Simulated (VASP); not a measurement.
Input of a VASP 6.6.1 run:

The input INCAR:

```
SYSTEM = Be3Se2O
PREC = Normal
ENCUT = 520
EDIFF = 1E-4
ISMEAR = 0
SIGMA = 0.15
LREAL = .FALSE.
LASPH = .TRUE.
NELM = 60
ALGO = Fast
ISIF = 3
LWAVE = .FALSE.
LCHARG = .FALSE.
GGA = PE
IBRION = 2
NSW = 24
EDIFFG = -0.08
```

File KPOINTS:

```
Automatic mesh
0
G
  3 3 4
  0 0 0
```

File POSCAR:

```
Be3Se2O
1.0
    5.1740862700      0.0000000000      0.0000000000
   -2.5870431400      4.4808901500      0.0000000000
    0.0000000000      0.0000000000      3.8214849700
Be Se O
3 2 1
Direct
    0.0000000000      0.5000000000      0.9950230700
    0.5000000000      0.0000000000      0.9950230700
    0.5000000000      0.5000000000      0.9950230700
    0.6666666700      0.3333333300      0.4961477200
    0.3333333300      0.6666666700      0.4961477200
    0.0000000000      0.0000000000      0.1926302600
```

Potentials or basis: VASP PAW PBE potentials, release 64 (Be, Se, O).

Run with:

```console
$ cat potpaw_PBE.64/Be/POTCAR potpaw_PBE.64/Se/POTCAR potpaw_PBE.64/O/POTCAR > POTCAR
$ mpirun -np 1 vasp_std > vasp.out
```

Q: Predict the relaxed cell.

A: a = 5.512 Å, b = 5.512 Å, c = 3.332 Å, α = 90.00°, β = 90.00°, γ = 120.00°.

Q: What does it give for the band gap on the k mesh?

A: None (metal or under the smearing width).

Q: What does it give for the relaxed volume?

A: 14.61 Å³/atom.

Final structure:
```
Be Se O
1.0
     5.51245    0.00000    0.00000
    -2.75622    4.77392    0.00000
     0.00000    0.00000    3.33210
Be Se O
3 2 1
Direct
  0.00000 0.50000 0.02550
  0.50000 0.00000 0.02550
  0.50000 0.50000 0.02550
  0.66667 0.33333 0.52951
  0.33333 0.66667 0.52951
  0.00000 0.00000 0.03448
```

Caveat: the k mesh is coarse (spacing up to 0.47 Å⁻¹), so the values aren't converged.
